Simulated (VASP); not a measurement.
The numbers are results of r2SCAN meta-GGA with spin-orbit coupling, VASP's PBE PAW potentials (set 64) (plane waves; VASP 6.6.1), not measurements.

Input for VASP

### KPOINTS_OPT
```
k-points along high-symmetry lines
8
Line-mode
Reciprocal
  0.000000   0.000000   0.000000 ! GAMMA
  0.500000   0.000000   0.500000 ! X

  0.500000   0.000000   0.500000 ! X
  0.625000   0.250000   0.625000 ! U

  0.375000   0.375000   0.750000 ! K
  0.000000   0.000000   0.000000 ! GAMMA

  0.000000   0.000000   0.000000 ! GAMMA
  0.500000   0.500000   0.500000 ! L

  0.500000   0.500000   0.500000 ! L
  0.500000   0.250000   0.750000 ! W

  0.500000   0.250000   0.750000 ! W
  0.500000   0.000000   0.500000 ! X
```

**POSCAR**
```
PbF2
1
    0.0000000000     2.9591420609     2.9591420609
    2.9591420609     0.0000000000     2.9591420609
    2.9591420609     2.9591420609    -0.0000000000
Pb F
1 2
Direct
  0.0000000000   0.0000000000   0.0000000000
  0.2500000000   0.2500000000   0.2500000000
  0.7500000000   0.7500000000   0.7500000000
```

KPOINTS:
```
Automatic mesh
0
Gamma
6 6 6
0 0 0
```

**INCAR**
```
ALGO = Normal
EDIFF = 1E-6
ENCUT = 520
GGA_COMPAT = .False.
ISMEAR = 0
LASPH = .True.
LCHARG = .False.
LMAXMIX = 4
LMIXTAU = .True.
LREAL = .False.
LSORBIT = .True.
LWAVE = .False.
MAGMOM = 0 0 0 0 0 0 0 0 0
METAGGA = R2SCAN
NELM = 100
PREC = Accurate
SIGMA = 0.05
SYSTEM = PbF2
```

POTCAR, in this order: Pb_d F (PBE.64 set). Program: vasp_ncl.

What VASP printed:

### OSZICAR
```
       N       E                     dE             d eps       ncg     rms          rms(c)
DAV:   1     0.325880354399E+03    0.32588E+03   -0.14384E+04  1152   0.184E+03
DAV:   2    -0.257637484269E+02   -0.35164E+03   -0.33595E+03  1240   0.523E+02
DAV:   3    -0.779223743096E+02   -0.52159E+02   -0.50611E+02  1364   0.224E+02
DAV:   4    -0.803527941930E+02   -0.24304E+01   -0.24218E+01  1420   0.517E+01
DAV:   5    -0.804220117916E+02   -0.69218E-01   -0.69209E-01  1444   0.870E+00    0.690E+00
DAV:   6    -0.711805679075E+02    0.92414E+01   -0.44809E+00  1532   0.386E+01    0.215E+00
DAV:   7    -0.699094707218E+02    0.12711E+01   -0.14598E+00  1208   0.151E+01    0.171E+00
DAV:   8    -0.723871414400E+02   -0.24777E+01   -0.75106E-01  1172   0.101E+01    0.818E-01
DAV:   9    -0.696293607553E+02    0.27578E+01   -0.77458E-01  1156   0.861E+00    0.110E+00
DAV:  10    -0.704111477002E+02   -0.78179E+00   -0.47308E-01  1152   0.608E+00    0.146E-01
DAV:  11    -0.704009387383E+02    0.10209E-01   -0.16522E-02  1476   0.142E+00    0.193E-01
DAV:  12    -0.703819107954E+02    0.19028E-01   -0.32137E-02  1192   0.185E+00    0.561E-01
DAV:  13    -0.704104458621E+02   -0.28535E-01   -0.20064E-02  1200   0.169E+00    0.353E-01
DAV:  14    -0.704168950625E+02   -0.64492E-02   -0.65001E-03  1152   0.902E-01    0.200E-01
DAV:  15    -0.704177414717E+02   -0.84641E-03   -0.31259E-04  1232   0.206E-01    0.185E-01
DAV:  16    -0.704188432056E+02   -0.11017E-02   -0.29898E-03  1312   0.501E-01    0.149E-02
DAV:  17    -0.704190551706E+02   -0.21197E-03   -0.16647E-04  1208   0.130E-01    0.839E-03
DAV:  18    -0.704190565730E+02   -0.14024E-05   -0.10909E-05  1432   0.404E-02    0.115E-02
DAV:  19    -0.704191010397E+02   -0.44467E-04   -0.11955E-05  1168   0.318E-02    0.482E-03
DAV:  20    -0.704191215850E+02   -0.20545E-04   -0.83060E-06  1152   0.315E-02    0.214E-03
DAV:  21    -0.704191221972E+02   -0.61218E-06   -0.35049E-07   720   0.999E-03
   1 F= -.70419122E+02 E0= -.70419122E+02  d E =-.353893E-21  mag=     0.0000    -0.0000     0.0000
       N       E                     dE             ncg
       N       E                     dE             ncg
       N       E                     dE             ncg
```

File OUTCAR:
```
------------------------ aborting loop because EDIFF is reached ----------------------------------------
  FORCE on cell =-STRESS in cart. coord.  units (eV):
  Direction    XX          YY          ZZ          XY          YZ          ZX
  --------------------------------------------------------------------------------------
  Total       -0.0211671     -0.0211671     -0.0211671      0.0000000      0.0000000      0.0000000
  in kB       -0.6544010     -0.6544010     -0.6544010      0.0000000      0.0000000      0.0000000
  external PRESSURE =      -0.6544010 kB  Pullay stress =       0.0000000 kB
  volume of cell :       51.82
      direct lattice vectors                 reciprocal lattice vectors
     0.000000000  2.959142061  2.959142061    -0.168967893  0.168967893  0.168967893
     2.959142061  0.000000000  2.959142061     0.168967893 -0.168967893  0.168967893
     2.959142061  2.959142061  0.000000000     0.168967893  0.168967893 -0.168967893
 POSITION                                       TOTAL-FORCE (eV/Angst)
 -----------------------------------------------------------------------------------
      0.00000      0.00000      0.00000        -0.000000     -0.000000     -0.000000
      1.47957      1.47957      1.47957         0.000000      0.000000      0.000000
      4.43871      4.43871      4.43871        -0.000000     -0.000000     -0.000000
 -----------------------------------------------------------------------------------
    total drift:                               -0.000000     -0.000000     -0.000000
  FREE ENERGIE OF THE ION-ELECTRON SYSTEM (eV)
  ---------------------------------------------------
  free  energy   TOTEN  =       -70.4191221972 eV

  energy  without entropy=      -70.4191221972  energy(sigma->0) =      -70.41912220

 Ion:    1  E_soc:     -0.5232599

 Ion:    2  E_soc:     -0.0008596

 Ion:    3  E_soc:     -0.0008596
```
(Selected blocks of OUTCAR.)

File OUTCAR:
```
 val. band max:        1.5213478878   @ k =  -0.3333   0.3333   0.1667

 cond. band min:       6.1964425849   @ k =   0.5000   0.5000   0.0000


 Fermi energy:         1.8529417940

 k-point     1 :       0.0000    0.0000    0.0000
  band No.  band energies     occupation
      1     -20.8880      1.00000
      2     -20.8880      1.00000
      3     -20.2925      1.00000
      4     -20.2925      1.00000
      5     -14.8201      1.00000
      6     -14.8201      1.00000
      7     -14.8201      1.00000
      8     -14.8201      1.00000
      9     -12.2959      1.00000
     10     -12.2959      1.00000
     11     -12.2521      1.00000
     12     -12.2521      1.00000
     13     -12.2521      1.00000
     14     -12.2521      1.00000
     15      -2.9705      1.00000
     16      -2.9705      1.00000
     17      -1.1363      1.00000
     18      -1.1363      1.00000
     19      -1.1363      1.00000
     20      -1.1363      1.00000
     21      -1.1308      1.00000
     22      -1.1308      1.00000
     23      -0.7323      1.00000
     24      -0.7323      1.00000
     25      -0.5900      1.00000
     26      -0.5900      1.00000
     27      -0.5900      1.00000
     28      -0.5900      1.00000
     29       7.3030      0.00000
     30       7.3030      0.00000
     31       9.5250      0.00000
     32       9.5250      0.00000
     33       9.5250      0.00000
     34       9.5250      0.00000
     35      12.2661      0.00000
     36      12.2661      0.00000

 k-point     2 :       0.1667    0.0000    0.0000
  band No.  band energies     occupation
      1     -20.8381      1.00000
      2     -20.8381      1.00000
      3     -20.3376      1.00000
      4     -20.3376      1.00000
      5     -14.8186      1.00000
      6     -14.8186      1.00000
      7     -14.7955      1.00000
      8     -14.7955      1.00000
      9     -12.2777      1.00000
     10     -12.2777      1.00000
     11     -12.2412      1.00000
     12     -12.2412      1.00000
...
```

The compound is PbF2 in the fluorite structure, the β form. It was relaxed first.
